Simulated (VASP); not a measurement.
TiAl15N16 (a cell with a defect): relaxation of the atoms with PBEsol+U

TiAl15N16 (a cell with a defect):

```
Ti Al N
1.0
     6.22000    0.00000    0.00000
    -3.11000    5.38668    0.00000
     0.00000    0.00000    9.96000
Ti Al N
1 15 16
Cartesian
  1.5550 0.8978 0.0000
  1.5550 0.8978 4.9800
  0.0000 3.5911 0.0000
  0.0000 3.5911 4.9800
  4.6650 0.8978 0.0000
  4.6650 0.8978 4.9800
  3.1100 3.5911 0.0000
  3.1100 3.5911 4.9800
  0.0000 1.7956 2.4900
  0.0000 1.7956 7.4700
  -1.5550 4.4889 2.4900
  -1.5550 4.4889 7.4700
  3.1100 1.7956 2.4900
  3.1100 1.7956 7.4700
  1.5550 4.4889 2.4900
  1.5550 4.4889 7.4700
  1.5550 0.8978 1.9024
  1.5550 0.8978 6.8824
  0.0000 3.5911 1.9024
  0.0000 3.5911 6.8824
  4.6650 0.8978 1.9024
  4.6650 0.8978 6.8824
  3.1100 3.5911 1.9024
  3.1100 3.5911 6.8824
  0.0000 1.7956 4.3924
  0.0000 1.7956 9.3724
  -1.5550 4.4889 4.3924
  -1.5550 4.4889 9.3724
  3.1100 1.7956 4.3924
  3.1100 1.7956 9.3724
  1.5550 4.4889 4.3924
  1.5550 4.4889 9.3724
```

```
Program                : VASP 6.6.1
Task                   : relaxation of the atoms
Functional             : PBEsol
Potentials or basis    : VASP PAW PBE potentials, release 64 (Ti_sv, Al, N)
Cutoff                 : 450 eV
k mesh                 : 3 × 3 × 2
Occupations            : gaussian, width 0.03 eV
Spin                   : collinear spin, ferromagnetic start
Hubbard terms          : Ti d U = 3 eV
Dq                     : 0
Further INCAR settings : LREAL = Auto; ALGO = Normal; EDIFF = 1e-05; IBRION = 2; EDIFFG = -0.03; NSW = 40
```

The energy gained by relaxing is 15.2 meV/atom. The ionic steps are 12. The largest force after relaxing is 0.028 eV/Å, the band gap on the k mesh is none (metal or under the smearing width) and the net moment is -1.00 μB per cell. The site moments are Ti -0.80; Al -0.00, -0.01; N +0.01, +0.00, -0.00, +0.02 μB and the valence electrons inside the program's atomic spheres are Ti 10.44; Al 0.81, 0.82; N 3.83, 3.84, 3.85.

Forces on the atoms (eV/Å):
```
Ti   0.000  0.000 -0.022
Al   0.000  0.000  0.008
Al  -0.002 -0.001 -0.001
Al   0.004  0.002  0.002
Al   0.000  0.002 -0.001
Al   0.000 -0.005  0.002
Al   0.002 -0.001 -0.001
Al  -0.004  0.002  0.002
Al   0.003 -0.001 -0.009
Al   0.000  0.000  0.006
Al   0.000  0.003 -0.009
Al   0.000  0.000  0.006
Al  -0.003 -0.001 -0.009
Al   0.000  0.000  0.006
Al   0.000  0.000 -0.005
Al   0.000  0.000  0.011
N    0.000  0.000 -0.016
N    0.000  0.000  0.028
N    0.001  0.000 -0.001
N    0.002  0.001 -0.003
N    0.000 -0.001 -0.001
N    0.000 -0.003 -0.003
N   -0.001  0.000 -0.001
N   -0.002  0.001 -0.003
N   -0.004  0.002 -0.010
N   -0.007  0.004  0.013
N    0.000 -0.005 -0.010
N    0.000 -0.008  0.013
N    0.004  0.002 -0.010
N    0.007  0.004  0.013
N    0.000  0.000 -0.014
N    0.000  0.000  0.013
```

The path:
| step | energy change (eV) | largest force (eV/Å) | pressure (GPa) |
| --- | --- | --- | --- |
| 1 | 0.0000 | 2.5741 | 3.59 |
| 2 | -0.4060 | 0.7260 | 3.02 |
| 3 | -0.4422 | 0.4117 | 3.05 |
| 4 | -0.4722 | 0.1830 | 3.02 |
| 5 | -0.4722 | 0.1824 | 3.02 |
| 6 | -0.4808 | 0.1195 | 3.00 |
| 7 | -0.4809 | 0.1296 | 3.00 |
| 8 | -0.4845 | 0.0678 | 3.00 |
| 9 | -0.4846 | 0.0852 | 3.00 |
| 10 | -0.4858 | 0.0354 | 2.98 |
| 11 | -0.4858 | 0.0332 | 2.98 |
| 12 | -0.4861 | 0.0276 | 2.98 |

Final structure:
```
Ti Al N
1.0
     6.22000    0.00000    0.00000
    -3.11000    5.38668    0.00000
     0.00000    0.00000    9.96000
Ti Al N
1 15 16
Direct
  0.33333 0.16667 0.99332
  0.33333 0.16667 0.50000
  0.33195 0.66598 0.00149
  0.33437 0.66719 0.49989
  0.83402 0.16805 0.00149
  0.83281 0.16563 0.49989
  0.83402 0.66598 0.00149
  0.83281 0.66719 0.49989
  0.16652 0.33348 0.25242
  0.16482 0.33518 0.74708
  0.16652 0.83304 0.25242
  0.16482 0.82963 0.74708
  0.66696 0.33348 0.25242
  0.67037 0.33518 0.74708
  0.66667 0.83333 0.25012
  0.66667 0.83333 0.75046
  0.33333 0.16667 0.20028
  0.33333 0.16667 0.69314
  0.33266 0.66633 0.19196
  0.33543 0.66771 0.68964
  0.83367 0.16734 0.19196
  0.83229 0.16457 0.68964
  0.83367 0.66633 0.19196
  0.83229 0.66771 0.68964
  0.16623 0.33377 0.44313
  0.15862 0.34138 0.93646
  0.16623 0.83245 0.44313
  0.15862 0.81724 0.93646
  0.66755 0.33377 0.44313
  0.68276 0.34138 0.93646
  0.66667 0.83333 0.44027
  0.66667 0.83333 0.94219
```

Levels at points of the mesh, in eV from the Fermi level:
Spin up:
```
           k point  band 65  band 66  band 67  band 68  band 69  band 70  band 71  band 72
(0.00, 0.00, 0.00)    -3.98    -3.74    -3.74    -3.53     0.73     1.06     1.06     1.26
(0.00, 0.00, 0.50)    -3.92    -3.92    -3.77    -3.77     0.94     0.94     0.98     1.34
```
Spin down:
| k point | band 67 | band 68 | band 69 | band 70 | band 71 | band 72 |
| --- | --- | --- | --- | --- | --- | --- |
| (0.00, 0.00, 0.00) | -3.74 | -3.54 | 0.01 | 0.01 | 0.69 | 0.84 |
| (0.00, 0.00, 0.50) | -3.77 | -3.77 | -0.01 | -0.01 | 0.78 | 0.78 |

Eigenvalues of the final occupation matrices:
| site | spin | trace | eigenvalues |
| --- | --- | --- | --- |
| site 1 d | 1 | 0.61 | 0.05 0.05 0.16 0.17 0.17 |
| site 1 d | 2 | 1.39 | 0.17 0.18 0.18 0.43 0.43 |

Run time: 19 min on 4 MPI ranks on Intel(R) Xeon(R) Platinum 8488C (Sapphire Rapids) (shared host), peak memory 0.68 GiB a rank.

Caveat: the k mesh is coarse (spacing up to 0.39 Å⁻¹), so the values aren't converged; the cutoff is under 1.25 times the usual one of these potentials, so pressure, stress and relaxed cells hold a basis-set (Pulay) error; the PAW data sets were made with another functional, which shifts forces and pressure a little. The state reached can hang on the start; a lower one may exist.
